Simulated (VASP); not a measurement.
# TbCu2S2 (P-3m1) in VASP: equation of state

Aim: energy against volume of TbCu2S2 in PBE, for its equilibrium volume and stiffness.

Everything below comes from runs of VASP 6.6.1. Logs are shortened: lines on timing, memory, paths and dates and some standing lists are left out, and cuts for length are marked.

### 1 Starting point

The structure is trigonal, space group P-3m1 (No. 164). The conventional cell has a = 3.954 Å, b = 3.954 Å, c = 6.372 Å, α = 90.00°, β = 90.00°, γ = 120.00°. Tb (site symmetry -3m) has 6 S at 2.86 Å and 6 Cu at 3.10 Å as nearest neighbours. Around Cu (site symmetry 3m) lie 4 S at 2.31 to 2.55 Å. S (site symmetry 3m) is surrounded by 4 Cu at 2.31 to 2.55 Å.

The cell comes from a database or a generator and needn't be the stable form of this composition.

### 2 Equation of state, PBE, collinear spin, ferromagnetic start, 16.22 Å³/atom (volume scaled by 0.94)

File INCAR:

```
ALGO     = Normal         # electronic algorithm
EDIFF    = 1E-7           # SCF threshold, eV
ENCUT    = 520            # plane-wave cutoff, eV
GGA      = PE             # functional
ISIF     = 2              # what is computed and relaxed
ISMEAR   = -1             # smearing method
ISPIN    = 2              # spin polarisation
LASPH    = T              # aspherical terms in the spheres
LCHARG   = F              # write CHGCAR
LMAXMIX  = 6              # l up to which the mixer works
LORBIT   = 11             # projections on sites
LREAL    = F              # projectors in reciprocal space
LWAVE    = F              # write WAVECAR
MAGMOM   = 6 0.6 0.6 0 0  # initial moments
NBANDS   = 38             # bands
NELM     = 150            # most SCF steps
PREC     = Accurate       # precision mode
SIGMA    = 0.05           # smearing width, eV
```

File KPOINTS:

```
k-points
0
Gamma
  8 8 4
```

File POSCAR:

```
TbCu2S2
1.0
    3.8732378959      0.0000000000      0.0000000000
   -1.9366189479      3.3543224127      0.0000000000
    0.0000000000      0.0000000000      6.2418119915
Tb Cu S
1 2 2
Direct
    0.0000000000      0.0000000000      0.0000000000
    0.3333333333      0.6666666667      0.3285090000
    0.6666666667      0.3333333333      0.6714910000
    0.3333333333      0.6666666667      0.7294860000
    0.6666666667      0.3333333333      0.2705140000
```

Potentials or basis: VASP PAW PBE potentials, release 64 (Tb, Cu, S).

The run is started by

```bash
cat potpaw_PBE.64/Tb/POTCAR potpaw_PBE.64/Cu/POTCAR potpaw_PBE.64/S/POTCAR > POTCAR
mpirun -np 1 vasp_std > vasp.out
```

OUTCAR:

```text
EDIFF = 1E-7
   ENCUT = 520
   GGA = PE
   ISIF = 2
   ISMEAR = -1
   ISPIN = 2
   LASPH = T
   LORBIT = 11
   LREAL = F
   NELM = 150
   PREC = Accurate

 Found     35 irreducible k-points:

 Following reciprocal coordinates:
            Coordinates               Weight
  0.000000  0.000000  0.000000      1.000000
  0.125000  0.000000  0.000000      6.000000
  0.250000  0.000000  0.000000      6.000000
  0.375000  0.000000  0.000000      6.000000
  0.500000  0.000000  0.000000      3.000000
  0.125000  0.125000  0.000000      6.000000
   k-points           NKPTS =     35   k-points in BZ     NKDIM =     35   number of bands    NBANDS=     38
   number of dos      NEDOS =    301   number of ions     NIONS =      5
   total plane-waves  NPLWV =  43200
   dimension x,y,z NGX =    30 NGY =   30 NGZ =   48
   dimension x,y,z NGXF=    60 NGYF=   60 NGZF=   96
   ions per type =               1   2   2
   NGX,Y,Z   is equivalent  to a cutoff of  12.88, 12.88, 12.78 a.u.
   NGXF,Y,Z  is equivalent  to a cutoff of  25.75, 25.75, 25.57 a.u.
 SYSTEM =  unknown system
   PREC   = accura    normal or accurate (medium, high low for compatibility)
   ISTART =      0    job   : 0-new  1-cont  2-samecut
   ICHARG =      2    charge: 1-file 2-atom 10-const
   ISPIN  =      2    spin polarized calculation?
   LNONCOLLINEAR =      F non collinear calculations
   LSORBIT =      F    spin-orbit coupling
   LASPH  =      T    aspherical Exc in radial PAW
   ENCUT  =  520.0 eV  38.22 Ry    6.18 a.u.   7.20  7.20 11.61*2*pi/ulx,y,z
   NELM   =    150;   NELMIN=  2; NELMDL= -5     # of ELM steps
   EDIFF  = 0.1E-06   stopping-criterion for ELM
   LREAL  =      F    real-space projection
   EDIFFG = 0.1E-05   stopping-criterion for IOM
   NSW    =      0    number of steps for IOM
   IBRION =     -1    ionic relax: 0-MD 1-quasi-New 2-CG
   NFREE  =      0    steps in history (QN), initial steepest desc. (CG)
   ISIF   =      2    stress and relaxation
   ISYM   =      2    0-nonsym 1-usesym 2-fastsym
   POTIM  = 0.5000    time-step for ionic-motion
   TEBEG  =    0.0;   TEEND  =   0.0 temperature during run
   PSTRESS=    0.0 pullay stress
   NELECT =      53.0000    total number of electrons
   NUPDOWN=      -1.0000    fix difference up-down
   EMIN   =  10.00;   EMAX   =-10.00  energy-range for DOS
   EFERMI =   0.00;   METHOD = LEGACY
   ISMEAR =    -1;   SIGMA  =   0.05  broadening in eV -4-tet -1-fermi 0-gaus
   EFERMI_NEDOS =   21; number of points for ismear=-14 and -15
   IALGO  =     38    algorithm
   IMIX   =      4    mixing-type and parameters
     AMIX     =   0.40;   BMIX     =  1.00
     AMIX_MAG =   1.60;   BMIX_MAG =  1.00
  volume/ion in A,a.u.               =      16.22       109.45
  Fermi-wavevector in a.u.,A,eV,Ry     =   1.420704  2.684741 27.461993  2.018400
  Thomas-Fermi vector in A             =   2.541591
   LORBIT       =     11    0 simple, 1 ext, 2 COOP (PROOUT), +10 PAW based schemes
   GGA     = PE    functional components
   LHFCALC =     F    Hartree Fock is set to
   AEXX    =    0.0000 exact exchange contribution
   IVDW    =     0    specifies the selected vdW correction
   LEPSILON=     F    determine dielectric tensor
   LRPA    =     F    only Hartree local field effects (RPA)
 spin polarized calculation
  energy-cutoff  :      520.00
  volume of cell :       81.09
 maximum number of plane-waves:      2210
 NGX is ok and might be reduce to    30
   NGX = 15   NGY = 15   NGZ = 23

 number of electron      52.9999973 magnetization       5.4975458

 Free energy of the ion-electron system (eV)
  ---------------------------------------------------
  ext. energy  EPLUGINS =         0.00000000
  ---------------------------------------------------
  free energy    TOTEN  =       -29.47085581 eV

  energy without entropy =      -29.41116238  energy(sigma->0) =      -29.44100910

 E-fermi :   7.6832     XC(G=0): -11.3361

 val. band max:        7.6816741100   @ k =   0.2500   0.1250   0.0000
 cond. band min:       7.6931162558   @ k =   0.0000   0.0000   0.5000
 fundamental gap:      0.0114421458
 Fermi energy:         7.6832431381

 spin component 1

 k-point     1 :       0.0000    0.0000    0.0000
  band No.  band energies     occupation
      1     -38.5295      1.00000
      2     -15.4469      1.00000
      3     -15.2136      1.00000
      4     -15.2136      1.00000
      5      -8.2573      1.00000
      6      -6.9718      1.00000
[... 30 lines left out ...]
     37      11.9894      0.00000
     38      11.9894      0.00000

 k-point     2 :       0.1250    0.0000    0.0000
  band No.  band energies     occupation
      1     -38.5271      1.00000
      2     -15.4289      1.00000
      3     -15.2729      1.00000
      4     -15.2252      1.00000
      5      -8.1193      1.00000
      6      -6.9810      1.00000
[... 30 lines left out ...]
     37      12.1838      0.00000
     38      12.7552      0.00000

 k-point     3 :       0.2500    0.0000    0.0000
  band No.  band energies     occupation
      1     -38.5213      1.00000
      2     -15.4146      1.00000
      3     -15.3810      1.00000
      4     -15.2530      1.00000
      5      -7.7682      1.00000
      6      -7.0046      1.00000
[... 30 lines left out ...]
     37      12.5114      0.00000
     38      13.1717      0.00000

 k-point     4 :       0.3750    0.0000    0.0000
  band No.  band energies     occupation
      1     -38.5154      1.00000
      2     -15.5437      1.00000
      3     -15.3385      1.00000
      4     -15.2806      1.00000
      5      -7.3761      1.00000
      6      -7.0359      1.00000
[... 30 lines left out ...]
     37      13.2178      0.00000
     38      13.7393      0.00000

 k-point     5 :       0.5000    0.0000    0.0000
  band No.  band energies     occupation
      1     -38.5130      1.00000
      2     -15.5963      1.00000
      3     -15.3198      1.00000
      4     -15.2919      1.00000
      5      -7.1786      1.00000
      6      -7.0700      1.00000
[... 30 lines left out ...]
     37      12.9121      0.00000
     38      13.8326      0.00000

 k-point     6 :       0.1250    0.1250    0.0000
  band No.  band energies     occupation
      1     -38.5230      1.00000
      2     -15.3981      1.00000
      3     -15.3647      1.00000
      4     -15.2513      1.00000
      5      -7.8743      1.00000
      6      -6.9968      1.00000
[... 30 lines left out ...]
     37      12.4636      0.00000
     38      13.3959      0.00000

 [... further k-points ...]

 spin component 2

 k-point     1 :       0.0000    0.0000    0.0000
  band No.  band energies     occupation
      1     -36.0583      1.00000
      2     -13.8334      1.00000
      3     -13.4476      1.00000
      4     -13.4476      1.00000
      5      -8.2593      1.00000
      6      -6.8769      1.00000
[... 30 lines left out ...]
     37      12.1326      0.00000
     38      12.1326      0.00000

 k-point     2 :       0.1250    0.0000    0.0000
  band No.  band energies     occupation
      1     -36.0552      1.00000
      2     -13.8061      1.00000
      3     -13.5299      1.00000
      4     -13.4623      1.00000
      5      -8.1088      1.00000
      6      -6.9006      1.00000
[... 30 lines left out ...]
     37      12.3274      0.00000
     38      12.8894      0.00000

 k-point     3 :       0.2500    0.0000    0.0000
  band No.  band energies     occupation
      1     -36.0476      1.00000
      2     -13.7486      1.00000
      3     -13.7070      1.00000
      4     -13.4975      1.00000
      5      -7.7359      1.00000
      6      -6.9573      1.00000
[... 30 lines left out ...]
     37      12.7419      0.00000
     38      13.3234      0.00000

 k-point     4 :       0.3750    0.0000    0.0000
  band No.  band energies     occupation
      1     -36.0399      1.00000
      2     -13.8937      1.00000
      3     -13.6659      1.00000
      4     -13.5323      1.00000
      5      -7.3456      1.00000
      6      -7.0053      1.00000
[... 30 lines left out ...]
     37      13.4255      0.00000
     38      14.0522      0.00000

 k-point     5 :       0.5000    0.0000    0.0000
  band No.  band energies     occupation
      1     -36.0368      1.00000
      2     -13.9616      1.00000
      3     -13.6371      1.00000
      4     -13.5466      1.00000
      5      -7.1952      1.00000
      6      -7.0016      1.00000
[... 30 lines left out ...]
     37      13.0219      0.00000
     38      13.9980      0.00000

 k-point     6 :       0.1250    0.1250    0.0000
  band No.  band energies     occupation
      1     -36.0498      1.00000
      2     -13.7593      1.00000
      3     -13.6548      1.00000
      4     -13.4960      1.00000
      5      -7.8466      1.00000
      6      -6.9404      1.00000
[... 30 lines left out ...]
     37      12.6241      0.00000
     38      13.5409      0.00000

 [... further k-points ...]

------------------------ aborting loop because EDIFF is reached ----------------------------------------

  FORCE on cell =-STRESS in cart. coord.  units (eV):
  Direction    XX          YY          ZZ          XY          YZ          ZX
  --------------------------------------------------------------------------------------
  -------------------------------------------------------------------------------------
  Total        4.0747633      4.0747633      3.8129228      0.0000000      0.0000000      0.0000000
  in kB       80.5050842     80.5050842     75.3319022      0.0000000      0.0000000      0.0000000
  external PRESSURE =      78.7806902 kB  Pullay stress =       0.0000000 kB

 VOLUME and BASIS-vectors are now :
 -----------------------------------------------------------------------------
  energy-cutoff  :      520.00
  volume of cell :       81.09
      direct lattice vectors                 reciprocal lattice vectors
     3.873237896  0.000000000  0.000000000     0.258181921  0.149061402  0.000000000
    -1.936618948  3.354322413  0.000000000     0.000000000  0.298122803  0.000000000
     0.000000000  0.000000000  6.241811991     0.000000000  0.000000000  0.160209888

 POSITION                                       TOTAL-FORCE (eV/Angst)
 -----------------------------------------------------------------------------------
      0.00000      0.00000      0.00000         0.000000      0.000000      0.000000
     -0.00000      2.23621      2.05049        -0.000000      0.000000      0.323799
      1.93662      1.11811      4.19132         0.000000      0.000000     -0.323799
     -0.00000      2.23621      4.55331        -0.000000     -0.000000      0.130594
      1.93662      1.11811      1.68850         0.000000     -0.000000     -0.130594
 -----------------------------------------------------------------------------------
    total drift:                               -0.000000      0.000000      0.000000

  FREE ENERGIE OF THE ION-ELECTRON SYSTEM (eV)
  ---------------------------------------------------
  free  energy   TOTEN  =       -29.4708558142 eV

  energy  without entropy=      -29.4111623840  energy(sigma->0) =      -29.44100910

 total charge

# of ion       s       p       d       f       tot
--------------------------------------------------
    1        2.022   5.653   0.510   8.245  16.430
    2        0.395   0.405   9.263   0.000  10.064
    3        0.395   0.405   9.263   0.000  10.064
    4        1.306   2.435   0.000   0.000   3.742
    5        1.306   2.435   0.000   0.000   3.742
--------------------------------------------------
tot          5.426  11.334  19.037   8.245  44.042

 magnetization (x)

# of ion       s       p       d       f       tot
--------------------------------------------------
    1       -0.006  -0.055   0.026   5.527   5.493
    2       -0.006  -0.003  -0.009   0.000  -0.018
    3       -0.006  -0.003  -0.009   0.000  -0.018
    4       -0.002  -0.013   0.000   0.000  -0.015
    5       -0.002  -0.013   0.000   0.000  -0.015
--------------------------------------------------
tot         -0.022  -0.087   0.008   5.527   5.426
```

Run time: 8.5 min. Hardware: 1 thread of Intel Xeon Platinum 8559C (Emerald Rapids), shared host; peak memory 0.36 GiB.

What came out:

```yaml
Free_energy: -29.4709 eV
Pressure: 7.9 GPa
Largest_force: 0.324 eV/Å
Band_gap_on_the_k_mesh: none (metal or under the smearing width)
Net_moment: 5.50 μB per cell
Site_moments: Tb +5.49; Cu -0.02; S -0.01 μB
Valence_electrons_inside_the_program's_atomic_spheres: Tb 16.43; Cu 10.06; S 3.74
```

Caveat: the magnetic or orbital state may not be the lowest; spin-orbit coupling is left out, which moves the levels of the heavy elements; without U or exact exchange the open f shell lies at the Fermi level, which spoils levels, moments and volumes.

### 3 Equation of state, PBE, collinear spin, ferromagnetic start, 16.56 Å³/atom (volume scaled by 0.96)

File INCAR:

```
ALGO = Normal
EDIFF = 1E-7
ENCUT = 520
GGA = PE
ISIF = 2
ISMEAR = -1
ISPIN = 2
LASPH = T
LCHARG = F
LMAXMIX = 6
LORBIT = 11
LREAL = F
LWAVE = F
MAGMOM = 6 0.6 0.6 0 0
NBANDS = 38
NELM = 120
PREC = Accurate
SIGMA = 0.05
```

KPOINTS is that of step 2.

POSCAR, as its differences from that of step 2:

```diff
@@ -2,5 +2,5 @@
 1.0
-    3.8732378959      0.0000000000      0.0000000000
-   -1.9366189479      3.3543224127      0.0000000000
-    0.0000000000      0.0000000000      6.2418119915
+    3.9005151178      0.0000000000      0.0000000000
+   -1.9502575589      3.3779451798      0.0000000000
+    0.0000000000      0.0000000000      6.2857698623
 Tb Cu S
```

Potentials or basis: VASP PAW PBE potentials, release 64 (Tb, Cu, S).

The run is started by

```bash
cat potpaw_PBE.64/Tb/POTCAR potpaw_PBE.64/Cu/POTCAR potpaw_PBE.64/S/POTCAR > POTCAR
mpirun -np 1 vasp_std > vasp.out
```

It took 8.8 min on 1 thread of Intel Xeon Platinum 8559C (Emerald Rapids), shared host; peak memory 0.37 GiB.

It converged, with:

- Free energy: -29.5436 eV
- Pressure: 5.5 GPa
- Largest force: 0.282 eV/Å
- Band gap on the k mesh: none (metal or under the smearing width)
- Net moment: 5.49 μB per cell
- Site moments: Tb +5.49; Cu -0.02; S -0.01 μB
- Valence electrons inside the program's atomic spheres: Tb 16.42; Cu 10.04; S 3.73

Caveat: the magnetic or orbital state may not be the lowest; spin-orbit coupling is left out, which moves the levels of the heavy elements; without U or exact exchange the open f shell lies at the Fermi level, which spoils levels, moments and volumes.

### 4 Equation of state, PBE, collinear spin, ferromagnetic start, 16.91 Å³/atom (volume scaled by 0.98)

File INCAR:

```
SYSTEM = TbCu2S2
  PREC = Accurate
  ENCUT = 520
  EDIFF = 1E-7
  ISMEAR = -1
  SIGMA = 0.05
  LREAL = .False.
  LASPH = .True.
  NELM = 100
  ALGO = Normal
  ISIF = 2
  LWAVE = .False.
  LCHARG = .False.
  ISPIN = 2
  MAGMOM = 6 0.6 0.6 0 0
  LORBIT = 11
  LMAXMIX = 6
  GGA = PE
  NBANDS = 38
```

File KPOINTS:

```
Automatic mesh
0
Gamma
  8 8 4
  0 0 0
```

POSCAR, as its differences from that of step 3:

```diff
@@ -2,5 +2,5 @@
 1.0
-    3.9005151178      0.0000000000      0.0000000000
-   -1.9502575589      3.3779451798      0.0000000000
-    0.0000000000      0.0000000000      6.2857698623
+    3.9274160721      0.0000000000      0.0000000000
+   -1.9637080361      3.4012420897      0.0000000000
+    0.0000000000      0.0000000000      6.3291213692
 Tb Cu S
```

The run is started by

```bash
cat potpaw_PBE.64/Tb/POTCAR potpaw_PBE.64/Cu/POTCAR potpaw_PBE.64/S/POTCAR > POTCAR
mpirun -np 1 vasp_std > vasp.out
```

It took 6.9 min on 1 thread of Intel Xeon Platinum 8559C (Emerald Rapids), shared host; peak memory 0.38 GiB.

It converged, with:

| Quantity | Value |
| --- | --- |
| Free energy | -29.5922 eV |
| Pressure | 3.5 GPa |
| Largest force | 0.242 eV/Å |
| Band gap on the k mesh | none (metal or under the smearing width) |
| Net moment | 5.49 μB per cell |
| Site moments | Tb +5.48; Cu -0.02; S -0.01 μB |
| Valence electrons inside the program's atomic spheres | Tb 16.40; Cu 10.02; S 3.72 |

Caveat: the magnetic or orbital state may not be the lowest; spin-orbit coupling is left out, which moves the levels of the heavy elements; without U or exact exchange the open f shell lies at the Fermi level, which spoils levels, moments and volumes.

### 5 Equation of state, PBE, collinear spin, ferromagnetic start, 17.60 Å³/atom (volume scaled by 1.02)

File INCAR:

```
SYSTEM = TbCu2S2
  ALGO = Normal
  EDIFF = 1E-7
  ENCUT = 520
  GGA = PE
  ISIF = 2
  ISMEAR = -1
  ISPIN = 2
  LASPH = .True.
  LCHARG = .False.
  LMAXMIX = 6
  LORBIT = 11
  LREAL = .False.
  LWAVE = .False.
  MAGMOM = 6 0.6 0.6 0 0
  NBANDS = 38
  NELM = 100
  PREC = Accurate
  SIGMA = 0.05
```

File KPOINTS:

```
k-points
0
Gamma
  8 8 4
  0 0 0
```

POSCAR, as its differences from that of step 4:

```diff
@@ -2,5 +2,5 @@
 1.0
-    3.9274160721      0.0000000000      0.0000000000
-   -1.9637080361      3.4012420897      0.0000000000
-    0.0000000000      0.0000000000      6.3291213692
+    3.9801393577      0.0000000000      0.0000000000
+   -1.9900696788      3.4469017943      0.0000000000
+    0.0000000000      0.0000000000      6.4140861570
 Tb Cu S
```

The run is started by

```bash
cat potpaw_PBE.64/Tb/POTCAR potpaw_PBE.64/Cu/POTCAR potpaw_PBE.64/S/POTCAR > POTCAR
mpirun -np 1 vasp_std > vasp.out
```

Run time: 7.5 min. Hardware: 1 thread of Intel Xeon Platinum 8559C (Emerald Rapids), shared host; peak memory 0.39 GiB.

It converged, with:

| Property | Result |
| --- | --- |
| Free energy | -29.6263 eV |
| Pressure | -0.1 GPa |
| Largest force | 0.171 eV/Å |
| Band gap on the k mesh | none (metal or under the smearing width) |
| Net moment | 5.48 μB per cell |
| Site moments | Tb +5.47; Cu -0.02; S -0.02 μB |
| Valence electrons inside the program's atomic spheres | Tb 16.38; Cu 9.98; S 3.71 |

Caveat: the magnetic or orbital state may not be the lowest; spin-orbit coupling is left out, which moves the levels of the heavy elements; without U or exact exchange the open f shell lies at the Fermi level, which spoils levels, moments and volumes.

[end of part 1 of 2]
